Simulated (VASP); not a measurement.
Here is the system:

```
BaS
1.0
    0.00000     3.18801     3.18801
    3.18801     0.00000     3.18801
    3.18801     3.18801     0.00000
Ba S
1 1
Cartesian
  0.00000   0.00000   0.00000
  3.18801   3.18801   3.18801
```

All values below come from SCAN meta-GGA, VASP's PBE PAW potentials (set 64) (plane waves; VASP). Run with 520 eV cut-off, 7×7×7 Γ-centred mesh, Gaussian smearing of 0.050 eV, potentials Ba_sv S.

Q: What does the run give for the energy per atom (σ→0), pressure?

A: 
```yaml
energy per atom (σ→0): -26.952 eV/atom
pressure: 1.46 GPa
```

The compound is BaS in the rock salt structure. This cell is one point of a volume scan, at 0.97 of the reference volume.
